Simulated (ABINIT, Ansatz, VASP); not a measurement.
# Bi (R-3m, 2 atoms in the cell) computed with different codes at matched settings

Self-consistent single point.

```xyz
2
Lattice="4.1658 -2.2750 0.0000 4.1658 2.2750 0.0000 2.9234 0.0000 3.7394" Properties=species:S:1:pos:R:3 pbc="T T T"
Bi     2.6337     0.0000     0.8750
Bi     8.6214     0.0000     2.8644
```

Shared settings, as Ansatz (an electronic-structure program) writes them: kpoints.mp_grid.grid = 6 6 6; scf.occupations.method = fermi_dirac; scf.occupations.width = 0.1 eV. Potentials and cutoffs stand in the table.

```
code                                                                             model  pressure (GPa)  largest force (eV/Å)   cutoff
------  ------------------------------------------------------------------------------  --------------  --------------------  -------
VASP                                        PBEsol, VASP's PBE PAW potentials (set 64)           -1.27                 0.006   300 eV
Ansatz                                         PBEsol, default PAW files made with PBE           -0.81                 0.004  default
ABINIT  PBEsol, norm-conserving pseudopotentials (PseudoDojo nc-sr-04 PBEsol standard)           -0.88                 0.009    66 Ry
```

On Ansatz's run: spin-orbit coupling is off.

The spread over the programs that give each value: pressure within 0.46 GPa; largest force within 0.005 eV/Å.

Ansatz's pressure is given at a fixed set of plane waves, as the other plane-wave codes print theirs.

VASP's run is marked for a possible Pulay error in its stress at this cutoff; no cutoff test was made.

The starting cell has typed, rounded lattice constants, without a prior relaxation at this level.

Left out of this page: GPAW, CP2K, Elk, FLEUR and SIESTA (not drawn, or without a comparable value).

Keys are those of Ansatz 0.2.
